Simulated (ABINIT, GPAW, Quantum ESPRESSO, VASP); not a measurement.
## One structure in several programs: TePd (P1, 4 atoms in the cell)

Self-consistent single point.

```yaml
crystal:
  lattice:
    - [4.18201, 0.00000, 0.00000]
    - [-2.09101, 3.62173, 0.00000]
    - [0.00000, 0.00000, 5.73800]
  atoms:
    - { symbol: Te, position: [0.32786, 0.67168, 0.24168] }
    - { symbol: Te, position: [0.67485, 0.32971, 0.75134] }
    - { symbol: Pd, position: [0.99986, 0.99754, 0.00645] }
    - { symbol: Pd, position: [0.99743, 0.00107, 0.50053] }
```

All programs got the same cell, k-point mesh and kind of occupations (in GPAW's words: kpts = 5 5 3; mesh shift (steps) = 0 0 0; occupations.name = fermi-dirac; occupations.width = 0.05 eV); potentials, basis and cutoffs are each program's usual ones.

```csv
code,model,pressure (GPa),largest force (eV/Å),cutoff
GPAW,"PBEsol, GPAW PAW datasets PBEsol (made by gpaw-setup)",-3.72,0.330,600 eV
Quantum ESPRESSO,"PBEsol, GBRV 1.5 ultrasoft (PBESOL) pseudopotentials",-2.29,0.370,40 Ry
VASP,"PBEsol, VASP's PBE PAW potentials (set 64)",-3.50,0.342,300 eV
ABINIT,"PBEsol, PAW (JTH v2.0 PBE PAW, files made for PBE)",-2.48,0.365,48 Ry
```

Size of the force on each atom (eV/Å): Sizes of forces hide their directions.

| code | Te1 | Te2 | Pd3 | Pd4 |
|---|---|---|---|---|
| GPAW | 0.330 | 0.207 | 0.287 | 0.093 |
| Quantum ESPRESSO | 0.370 | 0.234 | 0.315 | 0.095 |
| VASP | 0.342 | 0.214 | 0.291 | 0.092 |
| ABINIT | 0.365 | 0.229 | 0.308 | 0.091 |

The spread over the programs that give each value: pressure within 1.43 GPa; largest force within 0.040 eV/Å.

The starting cell comes from a database of computed structures (which also holds hypothetical and non-ambient phases and stackings), without a prior relaxation at this level. Its atoms were displaced at random from the sites of space group no. 194. On GPAW's run: Spin-orbit coupling is off. Spin polarisation is off. In the base run, with a pressure of about -4 GPa the cell is away from its equilibrium volume at this level. Without a gap this mesh is coarse (it stands for a supercell whose shortest vector is 17 Å).

Why do the programs differ, and what cannot be compared?

Differences of this kind can come from the potentials, where these differ, and from what each basis and cutoff leave unconverged. The valence holds different numbers of electrons (GPAW 44, Quantum ESPRESSO 44, VASP 32, ABINIT 48). The zero of total energies and Fermi levels follows the potentials and each program's conventions, so they are not compared here.

The shared mesh is coarse (it stands for a supercell whose shortest vector is 17 Å), so the values are not converged in it.

VASP's run is marked for a possible Pulay error in its stress at this cutoff; no cutoff test was made.

Left out of this page: Ansatz, CP2K, Elk, FLEUR and SIESTA (not drawn, or without a comparable value).

Keys are those of Ansatz 0.2.
